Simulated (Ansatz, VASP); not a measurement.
**AlSi23O48 (Al_Si): VASP beside Ansatz**

Wanted: the spread between two codes on one cell, functional and k mesh. The cell is taken from a series of runs on this material, whose earlier steps may have relaxed, scaled, displaced or heated it; both programs get it as it stands.

Calculated with Ansatz 0.2.0; plane waves, with VASP 6.6.1 beside it; single point at r2SCAN.

## (1) The structure

The cell holds 72 atoms: 23 Si, 48 O and 1 Al. Cell: a = 9.842 Å, b = 9.842 Å, c = 10.833 Å, α = 90.0°, β = 90.0°, γ = 120.0°. It derives from SiO2 (SiO2 (P3_121)). Nearest the centre at fractional (0.266, 0.266, 0.500): Al72 at 0.09 Å, O24 at 1.69 Å, O33 at 1.69 Å, O31 at 1.78 Å, O29 at 1.78 Å, Si2 at 3.03 Å, Si5 at 3.04 Å, Si11 at 3.11 Å. The cell carries charge −1.

As a file:

```
Si O Al
1.0
     9.84220    0.00000    0.00000
    -4.92110    8.52360    0.00000
     0.00000    0.00000   10.83307
Si O Al
23 48 1
Direct
  0.26802 0.26756 0.99986
  0.00478 0.23213 0.33121
  0.23740 0.00321 0.16916
  0.00368 0.23704 0.83056
  0.23258 0.00442 0.66868
  0.26448 0.76633 0.00105
  0.00045 0.73563 0.33332
  0.23138 0.49814 0.16708
  0.26415 0.77064 0.50384
  0.99843 0.73107 0.83194
  0.23557 0.50738 0.66508
  0.76691 0.26399 0.99885
  0.50771 0.23508 0.33467
  0.73162 0.99786 0.16794
  0.77097 0.26382 0.49596
  0.49871 0.23089 0.83282
  0.73589 0.00014 0.66654
  0.76370 0.76322 0.99985
  0.49483 0.73334 0.33583
  0.73734 0.49788 0.16467
  0.76132 0.76094 0.50002
  0.49832 0.73702 0.83517
  0.73392 0.49445 0.66411
  0.14017 0.20481 0.37958
  0.29585 0.42947 0.06024
  0.06625 0.36331 0.22106
  0.20953 0.13611 0.10696
  0.37032 0.07271 0.27450
  0.45023 0.29893 0.44446
  0.13665 0.20922 0.89272
  0.29989 0.45010 0.55547
  0.07321 0.36971 0.72504
  0.20505 0.13975 0.62047
  0.36385 0.06584 0.77875
  0.42993 0.29533 0.93957
  0.13379 0.70830 0.39479
  0.29161 0.92792 0.06022
  0.07402 0.86848 0.22721
  0.20614 0.63432 0.10766
  0.36023 0.57189 0.27606
  0.42523 0.79502 0.44338
  0.13212 0.70448 0.89446
  0.29317 0.93505 0.55827
  0.07149 0.86107 0.72504
  0.20423 0.64554 0.61580
  0.36080 0.57639 0.77877
  0.42905 0.79854 0.94330
  0.64604 0.20395 0.38389
  0.79896 0.42846 0.05674
  0.57662 0.36051 0.22110
  0.70516 0.13162 0.10544
  0.86161 0.07087 0.27487
  0.93535 0.29271 0.44155
  0.63480 0.20558 0.89233
  0.79545 0.42494 0.55638
  0.57254 0.35979 0.72388
  0.70857 0.13344 0.60498
  0.86878 0.07371 0.77260
  0.92851 0.29140 0.93953
  0.62975 0.70489 0.39322
  0.79092 0.92408 0.06114
  0.56854 0.86346 0.22679
  0.70638 0.63076 0.10609
  0.86913 0.57348 0.27157
  0.92296 0.79007 0.43937
  0.63139 0.70614 0.89351
  0.79037 0.92259 0.56057
  0.57373 0.86888 0.72831
  0.70554 0.62949 0.60690
  0.86407 0.56797 0.77312
  0.92459 0.79036 0.93869
  0.27458 0.27415 0.50000
```

## (2) VASP: single point, r2SCAN

With cell and atoms fixed, the geometry can't cause a difference; cores, projectors, grids and the points listed under the comparison can.

Lines of VASP's logs that name or quote its potential files are left out, and so is its time.

Input file INCAR:

```
SYSTEM = AlSi23O48
PREC = Accurate
ENCUT = 580
EDIFF = 1E-06
NELM = 120
ISMEAR = -1
SIGMA = 0.01
LREAL = Auto
ALGO = Normal
METAGGA = R2SCAN
LASPH = .TRUE.
NELECT = 384
NBANDS = 248
LORBIT = 11
LWAVE = .FALSE.
LCHARG = .FALSE.
ISIF = 2
ISYM = 0
GGA_COMPAT = .FALSE.
EFERMI = MIDGAP
LMIXTAU = .TRUE.
KPAR = 4
```

Input file POSCAR:

```
AlSi23O48
1.0
    9.8422041343      0.0000000000      0.0000000000
   -4.9211020672      8.5235988096      0.0000000000
    0.0000000000      0.0000000000     10.8330695259
Si O Al
23 48 1
Direct
    0.2680154400      0.2675610709      0.9998585739
    0.0047816425      0.2321267080      0.3312058784
    0.2374018331      0.0032085594      0.1691606647
    0.0036822163      0.2370430245      0.8305575116
    0.2325815354      0.0044239452      0.6686771784
    0.2644757232      0.7663270722      0.0010517296
    0.0004543669      0.7356319558      0.3333246057
    0.2313812040      0.4981415710      0.1670756976
    0.2641533872      0.7706400406      0.5038362371
    0.9984343099      0.7310712446      0.8319437543
    0.2355745262      0.5073750549      0.6650849984
    0.7669075064      0.2639947588      0.9988535599
    0.5077102865      0.2350824275      0.3346680850
    0.7316220657      0.9978563883      0.1679408811
    0.7709679519      0.2638192193      0.4959641805
    0.4987132294      0.2308868446      0.8328174282
    0.7358947340      0.0001444477      0.6665367299
    0.7637037203      0.7632175432      0.9998507442
    0.4948312251      0.7333402629      0.3358308006
    0.7373433960      0.4978757440      0.1646654655
    0.7613173451      0.7609387719      0.5000234630
    0.4983241455      0.7370208040      0.8351704033
    0.7339208407      0.4944481327      0.6641138568
    0.1401650209      0.2048108109      0.3795836853
    0.2958458375      0.4294709692      0.0602358165
    0.0662451104      0.3633092400      0.2210600537
    0.2095310656      0.1361076560      0.1069612445
    0.3703166344      0.0727141418      0.2745034274
    0.4502342515      0.2989327249      0.4444576508
    0.1366472612      0.2092241206      0.8927231878
    0.2998912194      0.4501023296      0.5554713781
    0.0732114282      0.3697123150      0.7250401312
    0.2050500846      0.1397486088      0.6204679648
    0.3638476722      0.0658432216      0.7787459410
    0.4299257154      0.2953346436      0.9395731833
    0.1337887753      0.7083023613      0.3947935057
    0.2916148367      0.9279172154      0.0602190836
    0.0740233264      0.8684789875      0.2272131710
    0.2061388025      0.6343178923      0.1076553512
    0.3602318930      0.5718854416      0.2760610667
    0.4252335761      0.7950238309      0.4433822128
    0.1321226656      0.7044813685      0.8944567992
    0.2931678407      0.9350494851      0.5582652112
    0.0714864952      0.8610744582      0.7250354143
    0.2042318120      0.6455411886      0.6158001700
    0.3608000580      0.5763946892      0.7787738185
    0.4290493087      0.7985441120      0.9432951127
    0.6460357094      0.2039518600      0.3838916146
    0.7989587453      0.4284635723      0.0567426575
    0.5766172389      0.3605149513      0.2211038305
    0.7051628605      0.1316186933      0.1054359779
    0.8616122969      0.0708730358      0.2748712748
    0.9353535082      0.2927068981      0.4415496192
    0.6347973779      0.2055792577      0.8923278221
    0.7954534817      0.4249367496      0.5563842360
    0.5725365993      0.3597851851      0.7238772189
    0.7085697514      0.1334413185      0.6049838483
    0.8687849063      0.0737093219      0.7726015387
    0.9285144026      0.2913963639      0.9395303886
    0.6297459321      0.7048893949      0.3932206038
    0.7909207485      0.9240750557      0.0611435966
    0.5685355714      0.8634604136      0.2267930113
    0.7063777997      0.6307599844      0.1060903457
    0.8691297877      0.5734790060      0.2715662109
    0.9229608256      0.7900659115      0.4393687390
    0.6313883551      0.7061378479      0.8935098855
    0.7903678238      0.9225878910      0.5605693135
    0.5737298087      0.8688766502      0.7283081026
    0.7055380611      0.6294864805      0.6068955755
    0.8640693918      0.5679698560      0.7731186670
    0.9245920575      0.7903614852      0.9386899676
    0.2745766028      0.2741536547      0.5000025344
```

Input file KPOINTS:

```
Points of the shifted mesh
8
Reciprocal
 0.2500000000  0.2500000000  0.2500000000 1
 0.2500000000  0.2500000000  0.7500000000 1
 0.2500000000  0.7500000000  0.2500000000 1
 0.2500000000  0.7500000000  0.7500000000 1
 0.7500000000  0.2500000000  0.2500000000 1
 0.7500000000  0.2500000000  0.7500000000 1
 0.7500000000  0.7500000000  0.2500000000 1
 0.7500000000  0.7500000000  0.7500000000 1
```

PAW data sets: Si, O and Al (PBE family, release 64).

Launch:

```bash
> mpirun -np 8 vasp_std
```

Numbers of over 12 decimals in the logs are rounded to 6 here.

Log:

```text
[banner, memory and clock lines left out]
running    8 mpi-ranks, on    1 nodes
[...]
|                                                                             |
|           W    W    AA    RRRRR   N    N  II  N    N   GGGG   !!!           |
|           W    W   A  A   R    R  NN   N  II  NN   N  G    G  !!!           |
|           W    W  A    A  R    R  N N  N  II  N N  N  G       !!!           |
|           W WW W  AAAAAA  RRRRR   N  N N  II  N  N N  G  GGG   !            |
|           WW  WW  A    A  R   R   N   NN  II  N   NN  G    G                |
|           W    W  A    A  R    R  N    N  II  N    N   GGGG   !!!           |
|                                                                             |
|     For optimal performance we recommend to set                             |
|       NCORE = 2 up to number-of-cores-per-socket                            |
|     NCORE specifies how many cores store one orbital (NPAR=cpu/NCORE).      |
|     This setting can greatly improve the performance of VASP for DFT.       |
[...]
DAV:   5    -0.901614536708E+03   -0.65974E-01   -0.65895E-01  4736   0.171E+00BRMIX: very serious problems
 the old and the new charge density differ
 old charge density:   383.00000 new  384.00000
BRMIX: very serious problems
 the old and the new charge density differ
 old charge density:   383.00000 new  384.00000
BRMIX: very serious problems
 the old and the new charge density differ
 old charge density:   383.00000 new  384.00000
BRMIX: very serious problems
 the old and the new charge density differ
 old charge density:   383.00000 new  384.00000
    0.729E+01
DAV:   6    -0.764443292901E+03    0.13717E+03   -0.21307E+02  4456   0.264E+01    0.405E+01
DAV:   7    -0.716305270260E+03    0.48138E+02   -0.15631E+01  4752   0.109E+01    0.145E+01
DAV:   8    -0.765131622475E+03   -0.48826E+02   -0.14708E+01  4240   0.925E+00    0.712E+00
DAV:   9    -0.700692724326E+03    0.64439E+02   -0.12838E+01  4168   0.772E+00    0.344E+00
[...]
DAV:  20    -0.709811465383E+03   -0.12924E-03   -0.10166E-04  4272   0.329E-02    0.997E-03
DAV:  21    -0.709811481591E+03   -0.16209E-04   -0.14177E-05  4296   0.126E-02    0.347E-03
DAV:  22    -0.709811482184E+03   -0.59256E-06   -0.39626E-06  3944   0.617E-03
   1 F= -.70981148E+03 E0= -.70981148E+03  d E =0.000000E+00
```

OUTCAR, selected parts (step 2):

```text
 POSITION                                       TOTAL-FORCE (eV/Angst)
 -----------------------------------------------------------------------------------
      1.32117      2.28058     10.83154         0.008105      0.015477      0.007540
     -1.09526      1.97855      3.58798        -0.022055     -0.016414     -0.008651
      2.32077      0.02735      1.83253        -0.027468     -0.005434     -0.010484
     -1.13027      2.02046      8.99749         0.014417     -0.024283      0.012731
      2.26734      0.03771      7.24383         0.001446     -0.034036      0.007868
     -1.16815      6.53186      0.01139         0.001596      0.013334      0.004202
     -3.61565      6.27023      3.61093         0.004801     -0.021385     -0.002809
     -0.17410      4.24596      1.80994        -0.011247      0.014865     -0.002946
     -1.19255      6.56863      5.45809         0.017225      0.007240     -0.017840
      6.22912      6.23136      9.01250         0.010493     -0.022277      0.004795
     -0.17827      4.32466      7.20491        -0.038837      0.002035      0.038705
      6.24892      2.25019     10.82065         0.004988      0.011965      0.004948
      3.84012      2.00375      3.62548         0.022146     -0.035707     -0.040922
      2.29022      8.50533      1.81932        -0.020574     -0.009652     -0.004066
[...]
-----------------------------------------------------------------------------------
    total drift:                               -0.004235      0.006136     -0.004793

  FREE ENERGIE OF THE ION-ELECTRON SYSTEM (eV)
  ---------------------------------------------------
  free  energy   TOTEN  =      -709.8114821840 eV

  energy  without entropy=     -709.8114821840  energy(sigma->0) =     -709.81148218

[... 2 further parts left out ...]
[key lines of the parts left out:]
E-fermi :   4.3728
```

The run ends at a pressure of 1.73 GPa, with forces up to 0.076 eV/Å.

## (3) Ansatz: single point, r2SCAN

Ansatz runs on its PAW soft_1 files.

The same cell, functional, mesh and smearing now go to Ansatz.

Input file input.yaml:

```yaml
crystal:
  checkpoint: "../qm1.relax.run"
  host: checkpoint
total_charge: -1
basis:
  ecutwfc: 500
  xc_grid: 2
hamiltonian:
  xc: r2scan
  pseudopotentials: { kind: paw, azcp: { folder: soft_1 } }
kpoints:
  mp_grid: { grid: [2, 2, 2], shift: [0.5, 0.5, 0.5] }
scf:
  occupations: { method: fermi_dirac, width: 0.01 }
  max_iter: 60
output:
  forces: true
  eigenvalues: true
  charged_corrections:
    epsilon: [2.49, 2.49, 2.52]
    static_epsilon: [4.64, 4.64, 4.86]
    defect_position: [0.265514, 0.265514, 0.5]
  eigenstates: { localisation: true }
  populations: true
  band_densities: [{ bands: [v1, v1] }, { bands: [c1, c1] }]
  write_density: true
  write_potential: true
  volumetric_format: npy
  elf: true
checkpoint:
  read: "../qm1.relax.run"
  write: "../qm1.point.run"
  compress: false
  write_wavefunctions: false
  write_every: 100000
```

Launch:

```bash
> ansatz run input.yaml --threads 8 --pin off --max-ram 22609MiB --backend cpu --events-out ev --progress --plain --runs-dir out
```

Log:

```text
crystal.checkpoint: the structure is that of <dir>, a `relax` run, at its step 5: its result, under r2scan at a charge of -1 e; 72 atoms read, 0 with a starting moment; crystal.structure_sha256 for this input is
Engine: ansatz 0.2.0, aarch64-unknown-linux-gnu
Pseudopotentials: kind: paw
Pseudopotential: Si, paw, valence charge 4, recommended cutoff 500 eV (meta_gga), soft_1/Si.paw.azcp
Pseudopotential: O, paw, valence charge 6, recommended cutoff 500 eV (meta_gga), soft_1/O.paw.azcp
Pseudopotential: Al, paw, valence charge 3, recommended cutoff 500 eV (meta_gga), soft_1/Al.paw.azcp
Functional definition: r2SCAN
  parameter k0 = 0.174
  parameter k1 = 0.065
  parameter a1 = 4.9479
  exchange = r2scan_x(k0 = k0, k1 = k1, a1 = a1)
  correlation = r2scan_c
Crystal: 72 atoms, lattice volume = 908.797 Å³
Basis set: ecut = 500 eV, 23025 PW (Γ), exchange–correlation on 144×144×160 points (8 copies of the dense FFT grid, shifted against one another)
Bands: 264, of which v1, the nominal top of the filled ones, is band 192 counted from 1 (191 counted from 0)
Symmetry: 1 space group operations
Space group: P1 (ITA 1), of the structure as read, at distance tolerance 9.7e-5 Å
k-points: 4 of 8 (time reversal used)
Non-local potential: Si, projectors of the file, l = 0: 2, l = 1: 2, l = 2: 1
Non-local potential: O, projectors of the file, l = 0: 2, l = 1: 2, l = 2: 1
Non-local potential: Al, projectors of the file, l = 0: 2, l = 1: 2, l = 2: 1
PAW form: soft (Blöchl's): semilocal exchange-correlation on the pseudo side does not see the compensation charge
PAW frozen core: Si, regenerated for the run's functional (the file was generated under x = pbe(κ = 0.804, μ = 0.219515), c = pbe(β = 0.066725))
PAW frozen core: O, regenerated for the run's functional (the file was generated under x = pbe(κ = 0.804, μ = 0.219515), c = pbe(β = 0.066725))
PAW frozen core: Al, regenerated for the run's functional (the file was generated under x = pbe(κ = 0.804, μ = 0.219515), c = pbe(β = 0.066725))
PAW one-centre angular grid: Si, 302 points (default); XC on 160 Gauss nodes
PAW one-centre angular grid: O, 302 points (default); XC on 160 Gauss nodes
PAW one-centre angular grid: Al, 302 points (default); XC on 160 Gauss nodes
Initial density: read from a saved state, or passed on in memory by an earlier SCF of this step, an earlier step, the calling program or the single point that the run made first
Stability of the state it starts from, as read at its close in the unpolarized treatment: not read negative (Ritz values of 1 − χ₀K, real part plus size of imaginary part, from 0.96 to 1.2, by its mixing steps under no symmetry)
Initial wavefunctions: pseudopotential atomic-orbital guess — the wavefunctions supplied were not used: k-point sampling differs
Functional: x = r2scan, c = r2scan; τ floored in thin density (d = 2e-4 eV/Å³)
iter 1 solved again at ethr=2.83e-7 eV; its pass at ethr=3.10e-3 eV (dr2=1.09e-3 eV) is discarded
SCF iter   1: F=—  HF=-42618.513681 eV  |F-HF|=—  |Δ(HF+E_count)|=         —  Δρ=8.03e-5  dr2=2.11e-5  dr2_τ=1.74e-6  ethr=2.83e-7  ⟨swp⟩=9.8  Hψ=8855  notcnv=0  defer=2
preconditioner: auto → Resta (q_TF=auto, 2.363 Å⁻¹)  ε∞=2.8  [insulator: Δε(μ)=6.388 eV  Ē_g=18.033 eV  σ=0.010 eV  W_gap=1.00  n_scr=212 (ndim 8)  ℏωp=24.1 eV  f_vac=0.107  D(μ)=0.00/eV (n_scr^D=0)  ε∞_Penn≈2.8]
SCF iter   2: F=—  HF=-42618.514405 eV  |F-HF|=—  |Δ(HF+E_count)|=   7.24e-4  Δρ=3.99e-5  dr2=4.26e-6  dr2_τ=3.56e-7  ethr=5.48e-9  ⟨swp⟩=3.2  Hψ=1954  notcnv=0  defer=1
SCF iter   3: F=—  HF=-42618.514405 eV  |F-HF|=—  |Δ(HF+E_count)|=   7.29e-8  Δρ=1.08e-5  dr2=6.36e-7  dr2_τ=1.04e-7  ethr=1.11e-9  ⟨swp⟩=2.0  Hψ=1592  notcnv=0
SCF iter   4: F=-42618.514405 eV  HF=-42618.514405 eV  |F-HF|=9.65e-9  |Δ(HF+E_count)|=   6.09e-8  Δρ=1.79e-6  dr2=2.88e-8  dr2_τ=1.16e-9  ethr=2.60e-11  ⟨swp⟩=13.2  Hψ=8629  notcnv=0
SCF 1 converged in 4 iterations: F = -42618.514405 eV  dr2 = 2.88e-8
  greatest PAW one-centre occupation: 0.870 electrons in one spin orbital (limit 2), on the O atom at site 13 (counted from 0), in its partial waves of l = 0
SCF converged after 4 iterations
Free energy (F): -42618.514405 eV
Harris-Foulkes:  -42618.514405 eV  (|F-HF|=9.65e-9)
Internal energy: -42618.514405 eV  (E = F + TS)
E sigma→0 (E₀):  -42618.514405 eV
Fermi energy:    5.771038 eV
--- Per-component energies (eV) ---
  E_band       = -1925.051521
  E_kinetic    = 9394.971773
  E_local      = -23392.709966  (includes V_loc(G=0)·N_el)
  E_nonlocal   = 2983.566927
  E_hartree    = 8595.617956
  E_xc         = -4714.384078
  E_vxc        = -6218.031650  (∫ρ·V_xc dr)
  E_paw        = -20362.133754  (= ΣΔE_a)
  E_vpaw       = -2273.231900  (= ΣTr[D̂ρ^β])
  E_aug_tail   = 0.013625  (compensation charges beyond the density's cutoff)
  E_vtau       = 389.143957  (kinetic-family band-sum trace: ∫τ·v_τ [+ j·A + Jᵃ·Aᵃ] dr)
  E_ewald      = -15120.105644
  E_core_change = -3.351243  (= ΣΔE_core)
[...]
k-point 2: bands = [... 188 lower, 2.0818, 2.3443, 2.3862, 2.5694, 8.9649, 9.9929, 10.4084, 10.9159, ... 68 higher]
  k-point 3: bands = [... 188 lower, 2.0918, 2.3239, 2.3881, 2.5750, 8.9625, 10.0049, 10.4151, 10.9185, ... 68 higher]
--- Löwdin populations: 72 sites ---
  site symbol       q [e]
     0     Si      2.2038
     1     Si      2.2278
     2     Si      2.2034
     3      O      6.8603
     4      O      6.7957
     5      O      6.7980
     6      O      6.7926
     7      O      6.7950
     8      O      6.8623
     9     Al      1.5732
    10     Si      2.2033
    11     Si      2.2278
    12      O      6.7925
    13      O      6.8622
    14      O      6.7950
    15      O      6.8602
    16      O      6.7980
    17      O      6.7958
    18     Si      2.2058
    19     Si      2.2034
    20     Si      2.2062
    21      O      6.7965
    22      O      6.7973
    23      O      6.7950
[...]
64     Si      2.2071
    65     Si      2.2015
    66      O      6.7968
    67      O      6.7926
    68      O      6.7955
    69      O      6.7922
    70      O      6.7961
    71      O      6.7973
  spilling = 0.013468 (of n_electrons = 384.000000)
--- Band densities, each state counted as filled ---
  window                                       electrons  max residual (eV)  cut levels
  bands: [v1, v1]                               2.000000            9.6e-10           0
  bands: [c1, c1]                               2.000000             7.0e-5           0
```

Reading the cycles: dr2 is the Hartree energy of the density residual (eV), the measure of convergence; HF is the Harris–Foulkes estimate of the energy, which meets the free energy F at convergence.

## (4) Comparison

Known differences besides the potentials themselves: VASP keeps PBE cores, Ansatz makes them for the functional; the cutoff is 500 eV in Ansatz and 580 eV in VASP (PREC = Accurate, projectors in real space). Total energies have different zeros and are not compared.

The two programs side by side:

| quantity | Ansatz | VASP | difference |
| --- | --- | --- | --- |
| gap on the k mesh (eV) | 6.387 | 6.380 | +0.007 |

At this near-relaxed geometry the largest component of a force difference is 66 meV/Å. A gap on the mesh is an upper bound, since the band edges may lie between its points. The cell carries a charge of -1 e against a uniform background, so its pressure also hangs on how the neutralising background is counted, and in a defect's cell a gap may be the spacing between its levels.

## (5) Summary of results

```yaml
r_m_s_force_difference_single_point_r2scan: 15 meV/Å
```

The r.m.s. force difference is 15 meV/Å (single point, r2SCAN), beyond the 12 meV/Å picked in this series as the mark of a large difference. What causes the difference of the single point, r2SCAN pair stays open here. Such differences can come from data sets, numerical settings and the points named under the comparisons, not from the functional's error against experiment.

[Lines on the potential files, build, host, timing and source positions are cut from VASP's logs without a mark.]

[Logs are printed without paths, hosts, clocks, repeated set-up lines and the standing remarks that a program may print on its own settings, such as how far it seeks lower states.]

[Hosts, paths, dates, database ids (printed as entryN), source tags and the programs' standing remarks are cut or masked in the printed files.]
